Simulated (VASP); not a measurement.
# CaO (Lime): a GW gap and what it depends on, part 2 of 3

Aim: test the GW correction to the gap of CaO (Lime). The starting structure is a measured crystal structure from the Crystallography Open Database. Cell and atoms stay as given.

VASP 6.6.1.

Results so far: G0W0 (response cutoff 100 eV, 4×4×4 mesh) 5.82 eV; G0W0 (response cutoff 160 eV, 4×4×4 mesh) 5.95 eV.

## Step 4: G0W0 (response cutoff 240 eV, 4×4×4 mesh)

Level of this step: G0W0 on LDA; plane waves and PAW (Ca_sv_GW, O_GW) (VASP).

It reads the orbitals and their derivatives (WAVECAR and WAVEDER) of a run with the empty bands, which follows a ground-state run; neither is shown.

Input file INCAR:

```
SYSTEM = CaO
PREC = Accurate
ENCUT = 440
ISMEAR = 0
SIGMA = 0.01
LREAL = .FALSE.
GGA = CA
NBANDS = 236
ALGO = EVGW0
NELMGW = 1
ENCUTGW = 240
NOMEGA = 40
PRECFOCK = Fast
NBANDSGW = 16
LWAVE = .FALSE.
LCHARG = .FALSE.
```

Input file POSCAR:

```
CaO
1.0
    0.0000000000      2.4065000000      2.4065000000
    2.4065000000      0.0000000000      2.4065000000
    2.4065000000      2.4065000000      0.0000000000
Ca O
1 1
Direct
    0.0000000000      0.0000000000      0.0000000000
    0.5000000000      0.5000000000      0.5000000000
```

Input file KPOINTS:

```
Automatic mesh
0
Gamma
4 4 4
0 0 0
```

The projector-augmented-wave data sets are Ca_sv_GW and O_GW (LDA family, release 64).

On the command line:

```console
mpirun -np 4 vasp_std
```

The program printed:

```text
[banner, memory and clock lines left out]
running    4 mpi-ranks, on    1 nodes
[...]
|                                                                             |
|           W    W    AA    RRRRR   N    N  II  N    N   GGGG   !!!           |
|           W    W   A  A   R    R  NN   N  II  NN   N  G    G  !!!           |
|           W    W  A    A  R    R  N N  N  II  N N  N  G       !!!           |
|           W WW W  AAAAAA  RRRRR   N  N N  II  N  N N  G  GGG   !            |
|           WW  WW  A    A  R   R   N   NN  II  N   NN  G    G                |
|           W    W  A    A  R    R  N    N  II  N    N   GGGG   !!!           |
|                                                                             |
|     The default for ENCUTGWSOFT is different in this version of VASP.       |
|     please manually set ENCUTGWSOFT =240 in the INCAR file.                 |
|                                                                             |

 LDA part: xc-table for (Slater(with rela. corr.)+CA(PZ))
[...]
total number of BLAS operations        615.47 Gflops
NQ=   4    0.2500    0.2500    0.0000,
|.........|.........|.........|.........|.........|.........|.........|.........
 performed       1799000 updates of chi_q(r,r)
 total number of BLAS operations        840.14 Gflops
NQ=   5    0.5000    0.2500    0.0000,
|.........|.........|.........|.........|.........|.........|.........|.........
 performed       2485000 updates of chi_q(r,r)
 total number of BLAS operations       1146.06 Gflops
NQ=   6   -0.2500    0.2500    0.0000,
|.........|.........|.........|.........|.........|.........|.........|.........
 performed       3096000 updates of chi_q(r,r)
 total number of BLAS operations       1422.97 Gflops
NQ=   7    0.5000    0.5000    0.0000,
|.........|.........|.........|.........|.........|.........|.........|.........
 performed       3495000 updates of chi_q(r,r)
 total number of BLAS operations       1580.53 Gflops
NQ=   8   -0.2500    0.5000    0.2500,
|.........|.........|.........|.........|.........|.........|.........|.........
 performed       4015000 updates of chi_q(r,r)
 total number of BLAS operations       1789.44 Gflops
 resolving degeneracies of screened two electron integrals

 calculate QP shifts <psi_nk| G(iteration)W_0 |psi_nk>: iteration 1
 entering main loop
[key lines of the parts left out:]
E-fermi :   5.9252
```

Run time: 52 s. Hardware: 4 MPI ranks of AMD EPYC 9R14 (Zen 4), shared host; peak memory 0.79 GiB.

Parts of OUTCAR (step 4):

```text
 QP shifts <psi_nk| G(iteration)W_0 |psi_nk>: iteration 1
 for sc-GW calculations column KS-energies equals QP-energies in previous step
 and V_xc(KS)=  KS-energies - (<T + V_ion + V_H > + <T+V_H+V_ion>^1  + <V_x>^1)
 k-point   1 :       0.0000    0.0000    0.0000
  band No.  KS-energies  QP-energies   sigma(KS)   V_xc(KS)     V^pw_x(r,r')   Z            occupation Imag(sigma)
    ...
      5     -10.9975     -13.0579     -21.9666     -18.8384     -30.4150       0.6586       2.0000       1.1183
      6       4.1893       3.2178     -20.5515     -19.2427     -24.3853       0.7422       2.0000       0.2677
      7       4.1893       3.2178     -20.5515     -19.2427     -24.3853       0.7422       2.0000       0.2677
      8       4.1893       3.2178     -20.5515     -19.2427     -24.3853       0.7422       2.0000       0.2677
      9       8.7294       9.6896     -10.2522     -11.4254      -6.3087       0.8184       0.0000      -0.1594
     10      10.2932      12.4633     -11.2539     -13.9611      -6.4900       0.8016       0.0000      -0.2269
     11      10.2932      12.4633     -11.2539     -13.9611      -6.4900       0.8016       0.0000      -0.2269
     12      10.2932      12.4633     -11.2539     -13.9611      -6.4900       0.8016       0.0000      -0.2269
    ...

[... 1 part as in an earlier step ...]

[... 2 further parts left out ...]
[key lines of the parts left out:]
E-fermi :   5.9252
```

G0W0 (response cutoff 240 eV, 4×4×4 mesh): the quasiparticle gap on this mesh is 6.063 eV, +2.591 eV from the LDA gap on the same points, with 236 bands.

## Step 5: GW0 with iterated eigenvalues (response cutoff 160 eV, 4×4×4 mesh)

It reads the orbitals and their derivatives (WAVECAR and WAVEDER) of a run with the empty bands, which follows a ground-state run; neither is shown.

INCAR: that of step 4 with these lines changed.

```diff
@@ -7,6 +7,6 @@
 GGA = CA
-NBANDS = 236
+NBANDS = 132
 ALGO = EVGW0
-NELMGW = 1
-ENCUTGW = 240
+NELMGW = 4
+ENCUTGW = 160
 NOMEGA = 40
```

POSCAR is that of step 4.

KPOINTS is that of step 4.

On the command line:

```console
mpirun -np 4 vasp_std
```

The program printed:

```text
[banner, memory and clock lines left out]
running    4 mpi-ranks, on    1 nodes
[...]
[... a notice as in an earlier step ...]

 LDA part: xc-table for (Slater(with rela. corr.)+CA(PZ))
 , standard interpolation
 found WAVECAR, reading the header
 POSCAR, INCAR and KPOINTS ok, starting setup
[...]
reading WAVECAR
 the WAVECAR file was read successfully
 initial charge from wavefunction
 available memory per node:     29.36 GB, setting MAXMEM to     30061

 The Fermi energy was updated, please check that it is located mid-gap
 values below the HOMO (VB) or above the LUMO (CB) will cause erroneous energies
 E-fermi :   5.9252

 calculate exact exchange contribution
 the WAVEDER file was read successfully
energies w=
    0.000    0.000    1.558    0.000    3.107    0.000    4.638    0.000
    6.146    0.000    7.624    0.000    9.071    0.000   10.486    0.000
   11.870    0.000   13.225    0.000   14.557    0.000   15.870    0.000
[...]
total number of BLAS operations         95.03 Gflops
NQ=   4    0.2500    0.2500    0.0000,
|.........|.........|.........|.........|.........|.........|.........|.........
 performed        991000 updates of chi_q(r,r)
 total number of BLAS operations        135.11 Gflops
NQ=   5    0.5000    0.2500    0.0000,
|.........|.........|.........|.........|.........|.........|.........|.........
 performed       1371000 updates of chi_q(r,r)
 total number of BLAS operations        181.90 Gflops
NQ=   6   -0.2500    0.2500    0.0000,
|.........|.........|.........|.........|.........|.........|.........|.........
 performed       1709000 updates of chi_q(r,r)
 total number of BLAS operations        230.48 Gflops
NQ=   7    0.5000    0.5000    0.0000,
|.........|.........|.........|.........|.........|.........|.........|.........
 performed       1928000 updates of chi_q(r,r)
 total number of BLAS operations        254.16 Gflops
NQ=   8   -0.2500    0.5000    0.2500,
|.........|.........|.........|.........|.........|.........|.........|.........
 performed       2215000 updates of chi_q(r,r)
 total number of BLAS operations        285.10 Gflops
 resolving degeneracies of screened two electron integrals

 calculate QP shifts <psi_nk| G(iteration)W_0 |psi_nk>: iteration 4
 entering main loop
```

The job ended after 87 s (4 MPI ranks; peak memory 0.54 GiB; 5.7 min of CPU time).

OUTCAR, selected parts (step 5):

```text
 QP shifts <psi_nk| G(iteration)W_0 |psi_nk>: iteration 2
 k-point   1 :       0.0000    0.0000    0.0000
  band No. old QP-enery  QP-energies   sigma(KS)   T+V_ion+V_H  V^pw_x(r,r')   Z            occupation Imag(sigma)
    ...
      5     -12.9152     -13.4685     -21.5939       7.8409     -30.4150       0.6603       2.0000       1.1681
      6       3.3834       3.2220     -20.2648      23.4320     -24.3853       0.7467       2.0000       0.2631
      7       3.3834       3.2220     -20.2648      23.4320     -24.3853       0.7467       2.0000       0.2631
      8       3.3834       3.2220     -20.2648      23.4320     -24.3853       0.7467       2.0000       0.2631
      9       9.7539       9.9362     -10.1797      20.1548      -6.3087       0.8240       0.0000      -0.1631
     10      12.5349      12.8929     -11.2684      24.2543      -6.4900       0.7938       0.0000      -0.2385
     11      12.5349      12.8929     -11.2684      24.2543      -6.4900       0.7938       0.0000      -0.2385
     12      12.5349      12.8929     -11.2684      24.2543      -6.4900       0.7938       0.0000      -0.2385
    ...

 QP shifts <psi_nk| G(iteration)W_0 |psi_nk>: iteration 3
 k-point   1 :       0.0000    0.0000    0.0000
  band No. old QP-enery  QP-energies   sigma(KS)   T+V_ion+V_H  V^pw_x(r,r')   Z            occupation Imag(sigma)
    ...
      5     -13.4685     -13.6099     -21.5240       7.8409     -30.4150       0.6586       2.0000       1.2045
      6       3.2220       3.1874     -20.2563      23.4320     -24.3853       0.7477       2.0000       0.2634
      7       3.2220       3.1874     -20.2563      23.4320     -24.3853       0.7477       2.0000       0.2634
      8       3.2220       3.1874     -20.2563      23.4320     -24.3853       0.7477       2.0000       0.2634
      9       9.9362       9.9665     -10.1819      20.1548      -6.3087       0.8251       0.0000      -0.1622
     10      12.8929      12.9511     -11.2882      24.2543      -6.4900       0.7957       0.0000      -0.2398
     11      12.8929      12.9511     -11.2882      24.2543      -6.4900       0.7957       0.0000      -0.2398
     12      12.8929      12.9511     -11.2882      24.2543      -6.4900       0.7957       0.0000      -0.2398
    ...

 QP shifts <psi_nk| G(iteration)W_0 |psi_nk>: iteration 4
 k-point   1 :       0.0000    0.0000    0.0000
  band No. old QP-enery  QP-energies   sigma(KS)   T+V_ion+V_H  V^pw_x(r,r')   Z            occupation Imag(sigma)
    ...
      5     -13.6099     -13.6457     -21.5051       7.8409     -30.4150       0.6586       2.0000       1.2157
      6       3.1874       3.1797     -20.2549      23.4320     -24.3853       0.7477       2.0000       0.2634
      7       3.1874       3.1797     -20.2549      23.4320     -24.3853       0.7477       2.0000       0.2634
      8       3.1874       3.1797     -20.2549      23.4320     -24.3853       0.7477       2.0000       0.2634
      9       9.9665       9.9711     -10.1827      20.1548      -6.3087       0.8250       0.0000      -0.1620
     10      12.9511      12.9603     -11.2916      24.2543      -6.4900       0.7955       0.0000      -0.2406
     11      12.9511      12.9603     -11.2916      24.2543      -6.4900       0.7955       0.0000      -0.2406
     12      12.9511      12.9603     -11.2916      24.2543      -6.4900       0.7955       0.0000      -0.2406
    ...

[... 3 parts as in an earlier step ...]

[... 1 further part left out ...]
[key lines of the parts left out:]
E-fermi :   5.9252
```

GW0 with iterated eigenvalues (response cutoff 160 eV, 4×4×4 mesh): the quasiparticle gap on this mesh is 6.476 eV, +3.005 eV from the LDA gap on the same points, with 132 bands.

## Step 6: G0W0 (response cutoff 100 eV, 5×5×5 mesh)

It reads the orbitals and their derivatives (WAVECAR and WAVEDER) of a run with the empty bands, which follows a ground-state run; neither is shown.

INCAR: that of step 5 with these lines changed.

```diff
@@ -7,6 +7,6 @@
 GGA = CA
-NBANDS = 132
+NBANDS = 64
 ALGO = EVGW0
-NELMGW = 4
-ENCUTGW = 160
+NELMGW = 1
+ENCUTGW = 100
 NOMEGA = 40
```

POSCAR is that of step 5.

Input file KPOINTS:

```
Automatic mesh
0
Gamma
5 5 5
0 0 0
```

On the command line:

```console
mpirun -np 4 vasp_std
```

The program printed:

```text
[banner, memory and clock lines left out]
running    4 mpi-ranks, on    1 nodes
[...]
[... a notice as in an earlier step ...]

 LDA part: xc-table for (Slater(with rela. corr.)+CA(PZ))
 , standard interpolation
 found WAVECAR, reading the header
 POSCAR, INCAR and KPOINTS ok, starting setup
[...]
reading WAVECAR
 the WAVECAR file was read successfully
 initial charge from wavefunction
 available memory per node:     29.38 GB, setting MAXMEM to     30085

 The Fermi energy was updated, please check that it is located mid-gap
 values below the HOMO (VB) or above the LUMO (CB) will cause erroneous energies
 E-fermi :   6.0142

 calculate exact exchange contribution
 the WAVEDER file was read successfully
energies w=
    0.000    0.000    1.560    0.000    3.111    0.000    4.644    0.000
    6.153    0.000    7.633    0.000    9.082    0.000   10.498    0.000
   11.884    0.000   13.241    0.000   14.574    0.000   15.888    0.000
[...]
total number of BLAS operations         37.46 Gflops
NQ=   6   -0.4000    0.2000    0.0000,
|.........|.........|.........|.........|.........|.........|.........|.........
 performed       1548000 updates of chi_q(r,r)
 total number of BLAS operations         48.71 Gflops
NQ=   7   -0.2000    0.2000    0.0000,
|.........|.........|.........|.........|.........|.........|.........|.........
 performed       1834000 updates of chi_q(r,r)
 total number of BLAS operations         57.23 Gflops
NQ=   8    0.4000    0.4000    0.0000,
|.........|.........|.........|.........|.........|.........|.........|.........
 performed       2058000 updates of chi_q(r,r)
 total number of BLAS operations         64.59 Gflops
NQ=   9   -0.4000    0.4000    0.0000,
|.........|.........|.........|.........|.........|.........|.........|.........
 performed       2344000 updates of chi_q(r,r)
 total number of BLAS operations         72.83 Gflops
NQ=  10   -0.4000    0.4000    0.2000,
|.........|.........|.........|.........|.........|.........|.........|.........
 performed       2691000 updates of chi_q(r,r)
 total number of BLAS operations         83.17 Gflops
 resolving degeneracies of screened two electron integrals

 calculate QP shifts <psi_nk| G(iteration)W_0 |psi_nk>: iteration 1
 entering main loop
```

It took 27 s on 4 MPI ranks; peak memory 0.52 GiB.

From OUTCAR (step 6):

```text
 QP shifts <psi_nk| G(iteration)W_0 |psi_nk>: iteration 1
 for sc-GW calculations column KS-energies equals QP-energies in previous step
 and V_xc(KS)=  KS-energies - (<T + V_ion + V_H > + <T+V_H+V_ion>^1  + <V_x>^1)
 k-point   1 :       0.0000    0.0000    0.0000
  band No.  KS-energies  QP-energies   sigma(KS)   V_xc(KS)     V^pw_x(r,r')   Z            occupation Imag(sigma)
    ...
      5     -11.0034     -12.8745     -21.6227     -18.8383     -30.4155       0.6720       2.0000       1.1034
      6       4.1833       3.6117     -20.0065     -19.2425     -24.3371       0.7480       2.0000       0.2586
      7       4.1833       3.6117     -20.0065     -19.2425     -24.3371       0.7480       2.0000       0.2586
      8       4.1833       3.6117     -20.0065     -19.2425     -24.3371       0.7480       2.0000       0.2586
      9       8.7280       9.7934     -10.1261     -11.4257      -6.3662       0.8197       0.0000      -0.1644
     10      10.2939      12.6771     -10.9866     -13.9613      -6.5060       0.8011       0.0000      -0.2231
     11      10.2939      12.6771     -10.9866     -13.9613      -6.5060       0.8011       0.0000      -0.2231
     12      10.2939      12.6771     -10.9866     -13.9613      -6.5060       0.8011       0.0000      -0.2231
    ...

[... 1 part as in an earlier step ...]

[... 2 further parts left out ...]
[key lines of the parts left out:]
E-fermi :   6.0142
```

G0W0 (response cutoff 100 eV, 5×5×5 mesh): the quasiparticle gap on this mesh is 6.042 eV, +2.381 eV from the LDA gap on the same points, with 64 bands.

(Continued in part 3 of 3.)

[Lines on the potential files, build, host, timing and source positions are cut from VASP's logs without a mark.]

[Logs are printed without paths, hosts, clocks, repeated set-up lines and the standing remarks that a program may print on its own settings, such as how far it seeks lower states.]

[Hosts, paths, dates, database ids (printed as entryN), source tags and the programs' standing remarks are cut or masked in the printed files.]
